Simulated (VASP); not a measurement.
Here is the system:

```
CELL_PARAMETERS angstrom
      4.22385     0.00000     0.00000
      0.00000     4.22385     0.00000
      0.00000     0.00000     4.22385
ATOMIC_POSITIONS crystal
  Ba 0.00000 0.00000 0.00000
  Zr 0.50000 0.50000 0.50000
  O  0.50000 0.00000 0.50000
  O  0.00000 0.50000 0.50000
  O  0.50000 0.50000 0.00000
```

Calculation: optB88-vdW, VASP's PBE PAW potentials (set 64) (plane waves; VASP). Numerical set-up: 520 eV cut-off, Gaussian smearing of 0.050 eV, potentials Ba_sv Zr_sv O.

Unless said otherwise, spin-orbit coupling is left out, though it shifts the bands of the heavy elements here.

Question: Predict the band gap (along the path) with the smallest direct gap where there is one.

Answer: 
The band gap (along the path) is 3.19 eV and the smallest direct gap (along the path) is 3.44 eV.

The compound is BaZrO3 in the cubic perovskite structure. It was relaxed first.
